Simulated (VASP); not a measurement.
Runs of VASP 6.6.1 on Zr3MoC. It takes space group Pm-3m (No. 221, cubic). The conventional cell has a = 4.943 Å, b = 4.943 Å, c = 4.943 Å, α = 90.00°, β = 90.00°, γ = 90.00°. Zr (site symmetry 4/mmm) is surrounded by 2 Mo at 2.47 Å. Mo (site symmetry m-3m) is surrounded by 6 Zr at 2.47 Å. Around C (site symmetry m-3m) lie 12 Zr at 3.49 Å. The cell was built by a generator and needn't be a form met in nature.

```csv
level,k mesh,k-point spacing,other keys,gap on the mesh (eV),pressure (GPa),relaxed volume (Å³/atom)
PBE+D3,5 × 5 × 5,-,-,none,0.0,23.54
PBE,-,0.25,KSPACING = 0.25,none,-0.1,-
PBE+D3(BJ),5 × 5 × 5,-,-,none,0.0,23.53
PBE+D2,5 × 5 × 5,-,-,none,0.0,(b)
PBE+rVV10,5 × 5 × 5,-,-,none,0.1,-
PBE+D4,5 × 5 × 5,-,-,none,0.0,(a)
PBE+dDsC,5 × 5 × 5,-,-,none,0.0,23.95
PBE+TS,5 × 5 × 5,-,-,none,-0.1,22.39
```

Alike in all rows: task relaxation of cell and atoms; potentials or basis VASP PAW PBE potentials, release 64 (Zr_sv, Mo_sv, C); no spin polarisation; cell relaxed; cutoff (eV) 600; smearing fermi-dirac 0.05 eV.

Problem. Estimate the missing entries.

Solution. (a) 23.96; (b) 23.59.

Caveats: pairwise dispersion overbinds metals, which lowers pressure and volume (some runs); the relaxation stopped at its first step, so nothing moved (some runs); atom-pairwise D2, TS and ULG terms overbind metals (some runs).

A k mesh can miss the band edges, and the runs leave out spin-orbit coupling on Mo, Zr.

A gap of «none» marks a metal or a gap under the smearing width.
